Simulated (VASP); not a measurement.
Level of theory: LDA (Ceperley-Alder, Perdew-Zunger), VASP's LDA PAW potentials (set 64) (plane waves; VASP 6.6.1).

VASP input:

**POSCAR**
```
CoGa
1
    2.8114402150     0.0000000000     0.0000000000
    0.0000000000     2.8114402150     0.0000000000
    0.0000000000     0.0000000000     2.8114402150
Ga Co
1 1
Direct
  0.5000000000   0.5000000000   0.5000000000
  0.0000000000   0.0000000000   0.0000000000
```

**KPOINTS**
```
Automatic mesh
0
Gamma
 14 14 14
```

### INCAR
```
# general
SYSTEM  = CoGa
PREC    = Accurate
ENCUT   = 520   # plane-wave cut-off (eV)
LREAL   = .False.   # projection in real space or not
LASPH   = .True.   # aspherical one-centre terms

# electronic loop
EDIFF   = 1E-7
NELM    = 100   # most electronic steps
ALGO    = Normal   # blocked Davidson
LMAXMIX = 4   # l cut-off of mixed one-centre charges

# smearing
ISMEAR  = -5   # tetrahedra, Bloechl

# ions
ISIF    = 2

# output
LWAVE   = .False.
LCHARG  = .True.
LORBIT  = 11   # lm-projected
NEDOS   = 601
```

POTCAR, in this order: Ga_d Co (LDA.64 set). Program: vasp_std.

Output of the run:

**OUTCAR**
```
 ion  position               nearest neighbor table
   1  0.500  0.500  0.500-   2 2.43   2 2.43   2 2.43   2 2.43   2 2.43   2 2.43   2 2.43   2 2.43
  LATTYP: Found a simple cubic cell.
 ALAT       =     2.8114402150
 Subroutine PRICEL returns:
 Original cell was already a primitive cell.
 Subroutine GETGRP returns: Found 48 space group operations
The static configuration has the point symmetry O_h .
The dynamic configuration has the point symmetry O_h .
 Subroutine INISYM returns: Found 48 space group operations
 Subroutine IBZKPT returns following result:
 Found    120 irreducible k-points:

 Following reciprocal coordinates:
            Coordinates               Weight
  0.000000  0.000000  0.000000      1.000000
  0.071429  0.000000  0.000000      6.000000
  0.142857  0.000000  0.000000      6.000000
  0.214286  0.000000  0.000000      6.000000
  0.285714  0.000000  0.000000      6.000000
  0.357143  0.000000  0.000000      6.000000
  0.428571  0.000000  0.000000      6.000000
  0.500000  0.000000  0.000000      3.000000
  0.071429  0.071429  0.000000     12.000000
  0.142857  0.071429  0.000000     24.000000
...
```

OSZICAR:
```
       N       E                     dE             d eps       ncg     rms          rms(c)
DAV:   1     0.958606268176E+02    0.95861E+02   -0.10884E+04  3887   0.267E+03
DAV:   2    -0.867716348644E+01   -0.10454E+03   -0.10246E+03  3691   0.358E+02
DAV:   3    -0.134934784611E+02   -0.48163E+01   -0.48010E+01  4321   0.824E+01
DAV:   4    -0.135642105945E+02   -0.70732E-01   -0.70689E-01  4850   0.926E+00
DAV:   5    -0.135658392653E+02   -0.16287E-02   -0.16286E-02  4526   0.122E+00    0.101E+01
DAV:   6    -0.142448196806E+02   -0.67898E+00   -0.20296E+01  4115   0.633E+01    0.103E+01
DAV:   7    -0.125694658527E+02    0.16754E+01   -0.79900E+00  3762   0.469E+01    0.206E+00
DAV:   8    -0.125384180706E+02    0.31048E-01   -0.23302E-01  4414   0.551E+00    0.646E-01
DAV:   9    -0.125319570247E+02    0.64610E-02   -0.17972E-02  5170   0.221E+00    0.124E-01
DAV:  10    -0.125316410146E+02    0.31601E-03   -0.52140E-04  4765   0.343E-01    0.690E-02
DAV:  11    -0.125316066870E+02    0.34328E-04   -0.77624E-05  4790   0.156E-01    0.127E-02
DAV:  12    -0.125316075500E+02   -0.86294E-06   -0.41270E-06  5292   0.356E-02    0.270E-03
DAV:  13    -0.125316079147E+02   -0.36472E-06   -0.20598E-07  3259   0.732E-03    0.972E-04
DAV:  14    -0.125316076004E+02    0.31423E-06   -0.73003E-08  2255   0.536E-03    0.295E-04
DAV:  15    -0.125316076129E+02   -0.12457E-07   -0.83840E-09  1996   0.109E-03
   1 F= -.12531608E+02 E0= -.12531608E+02  d E =0.000000E+00
```

**OUTCAR**
```
------------------------ aborting loop because EDIFF is reached ----------------------------------------
  FORCE on cell =-STRESS in cart. coord.  units (eV):
  Direction    XX          YY          ZZ          XY          YZ          ZX
  --------------------------------------------------------------------------------------
  Total        0.0111265      0.0111265      0.0111265     -0.0000000     -0.0000000     -0.0000000
  in kB        0.8021990      0.8021990      0.8021990     -0.0000000     -0.0000000     -0.0000000
  external PRESSURE =       0.8021990 kB  Pullay stress =       0.0000000 kB
  volume of cell :       22.22
      direct lattice vectors                 reciprocal lattice vectors
     2.811440215  0.000000000  0.000000000     0.355689584  0.000000000  0.000000000
     0.000000000  2.811440215  0.000000000     0.000000000  0.355689584  0.000000000
     0.000000000  0.000000000  2.811440215     0.000000000  0.000000000  0.355689584
 POSITION                                       TOTAL-FORCE (eV/Angst)
 -----------------------------------------------------------------------------------
      1.40572      1.40572      1.40572         0.000000      0.000000      0.000000
      0.00000      0.00000      0.00000         0.000000      0.000000      0.000000
 -----------------------------------------------------------------------------------
    total drift:                                0.000000      0.000000     -0.000000
  FREE ENERGIE OF THE ION-ELECTRON SYSTEM (eV)
  ---------------------------------------------------
  free  energy   TOTEN  =       -12.5316076129 eV

  energy  without entropy=      -12.5316076129  energy(sigma->0) =      -12.53160761

 total charge

# of ion       s       p       d       tot
------------------------------------------
    1        0.868   0.965  10.080  11.912
    2        0.412   0.508   7.585   8.505
--------------------------------------------------
tot          1.280   1.473  17.665  20.417
```
(Selected blocks of OUTCAR.)

For a metal the tetrahedron method with Blöchl corrections gives inexact stress and forces.

The compound is CoGa in the CsCl type structure. It was relaxed first, which changed the volume by -7 %. The run is not spin-polarised, so no magnetic state was tried.
